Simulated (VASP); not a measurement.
All values below come from r2SCAN meta-GGA, VASP's PBE PAW potentials (set 64) (plane waves; VASP 6.6.1).

VASP input:

**KPOINTS_OPT**
```
k-points along high-symmetry lines
10
Line-mode
Reciprocal
  0.000000   0.000000   0.000000 ! GAMMA
  0.500000   0.000000   0.500000 ! X

  0.500000   0.000000   0.500000 ! X
  0.625000   0.250000   0.625000 ! U

  0.375000   0.375000   0.750000 ! K
  0.000000   0.000000   0.000000 ! GAMMA

  0.000000   0.000000   0.000000 ! GAMMA
  0.500000   0.500000   0.500000 ! L

  0.500000   0.500000   0.500000 ! L
  0.500000   0.250000   0.750000 ! W

  0.500000   0.250000   0.750000 ! W
  0.500000   0.000000   0.500000 ! X
```

INCAR:
```
ISIF  =  2
LCHARG  =  F
LASPH  =  T   # aspherical one-centre terms
SYSTEM  =  TiAl
EDIFF  =  1E-7
ALGO  =  Normal
LREAL  =  F   # projection in real space or not
ENCUT  =  400
NEDOS  =  601   # DOS grid
PREC  =  Accurate
LMIXTAU  =  T
LMAXMIX  =  4   # l cut-off of mixed one-centre charges
NELM  =  100   # most electronic steps
ISMEAR  =  -5   # tetrahedra, Bloechl
METAGGA  =  R2SCAN
LWAVE  =  F
LORBIT  =  11   # lm-projected
```

**KPOINTS**
```
Automatic mesh
0
Gamma
13 13 13
0 0 0
```

File POSCAR:
```
TiAl
1
   -0.0000000000     2.6331247111     2.6331247111
    2.6331247111     0.0000000000     2.6331247111
    2.6331247111     2.6331247111     0.0000000000
Ti Al
1 1
Direct
  0.0000000000   0.0000000000   0.0000000000
  0.5000000000   0.5000000000   0.5000000000
```

POTCAR, in this order: Ti_sv Al (PBE.64 set). Program: vasp_std.

**Question.** What will the output report for the number of irreducible k-points (NKPTS), number of bands (NBANDS), largest plane-wave count, number of space-group operations, FFT grid (NGX, NGY, NGZ)?

**Answer.** 
The number of irreducible k-points (NKPTS) comes out as 84 and the number of bands (NBANDS) comes out as 11. The largest plane-wave count is 676, the number of space-group operations is 48 and the FFT grid (NGX, NGY, NGZ) is 24 × 24 × 24.

The structure was generated: TiAl was put into the rock salt type (Fm-3m), which need not be its known phase. It was relaxed first, which changed the volume by -35 %. The electron count is odd and the run is not spin-polarised, which forces a metal.
